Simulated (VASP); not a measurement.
The system is Si3Ge.

```
Si Ge
1.0
     3.41641    0.00000    0.00000
     0.00000    3.41641    0.00000
     0.00000    0.00000    6.74925
Si Ge
3 1
Direct
  0.00000 0.50000 0.00000
  0.50000 0.00000 0.00000
  0.50000 0.50000 0.50000
  0.00000 0.00000 0.50000
```

The cell was built by a generator and needn't be a form met in nature.

| Property | Result |
| --- | --- |
| Program | VASP 6.6.1 |
| Task | relaxation of cell and atoms |
| Functional | PBE |
| Potentials or basis | VASP PAW PBE potentials, release 64 (Si, Ge_d) |
| Cutoff | 520 eV |
| k mesh | 6 × 6 × 3 |
| Occupations | gaussian, width 0.15 eV |
| Spin | no spin polarisation |

At the start: pressure 2.7 GPa; volume 19.69 Å³/atom.

Where does the relaxation end?

Over 8 steps the energy falls by 233.9 meV/atom and the volume is 16.14 Å³/atom (-18.0 %); space group P4/mmm (No. 123, to 0.05 Å).

The path:
| step | energy change (eV) | largest force (eV/Å) | pressure (GPa) | volume (Å³) |
| --- | --- | --- | --- | --- |
| 1 | 0.0000 | 0.0000 | 2.74 | 78.78 |
| 2 | -0.1396 | 0.0000 | -3.84 | 82.55 |
| 3 | -0.1411 | 0.0000 | -4.14 | 83.00 |
| 4 | -0.3518 | 0.0000 | -5.68 | 78.86 |
| 5 | -0.9317 | 0.0000 | -1.24 | 65.65 |
| 6 | -0.9238 | 0.0000 | 0.22 | 63.84 |
| 7 | -0.9341 | 0.0000 | -1.32 | 65.28 |
| 8 | -0.9355 | 0.0000 | -0.25 | 64.56 |

Final structure:
```
CELL_PARAMETERS angstrom
3.67086 0.00000 0.00000
0.00000 3.67086 0.00000
0.00000 0.00000 4.79133
ATOMIC_POSITIONS crystal
Si 0.00000 0.50000 0.00000
Si 0.50000 0.00000 0.00000
Si 0.50000 0.50000 0.50000
Ge 0.00000 0.00000 0.50000
```

Caveat: the volume moved by over 15 % at a fixed basis, so the end points are rough.
